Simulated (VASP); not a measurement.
Here is the system:

```yaml
crystal:
  lattice:
    - [-2.29850, 2.29850, 4.67623]
    - [2.29850, -2.29850, 4.67623]
    - [2.29850, 2.29850, -4.67623]
  atoms:
    - { symbol: Na, position: [0.00000, 0.00000, 0.00000] }
    - { symbol: In, position: [0.75000, 0.25000, 0.50000] }
    - { symbol: In, position: [0.25000, 0.75000, 0.50000] }
    - { symbol: In, position: [0.50000, 0.50000, 0.00000] }
```

Computed with PBEsol GGA, VASP's PBE PAW potentials (set 64) (plane waves; VASP 6.6.1). Settings: 400 eV cut-off, 11×11×11 Γ-centred mesh, tetrahedra with Blöchl corrections, potentials Na_pv In_d.

Unless said otherwise, spin-orbit coupling is left out, though it shifts the bands of the heavy elements here.

Q: What does the run give for the energy per atom (σ→0), band gap (on the k-mesh) with the smallest direct gap where there is one?

A: 
The band gap (on the k-mesh) is none (metal, semimetal or under 0.01 eV) and the energy per atom (σ→0) comes out as -2.678 eV/atom.

Total energies compare only between runs with the same potentials, cut-off and functional.

The structure comes from a computed database's NaIn3 entry (I4/mmm); how it stands against other phases isn't given here. It was relaxed first.
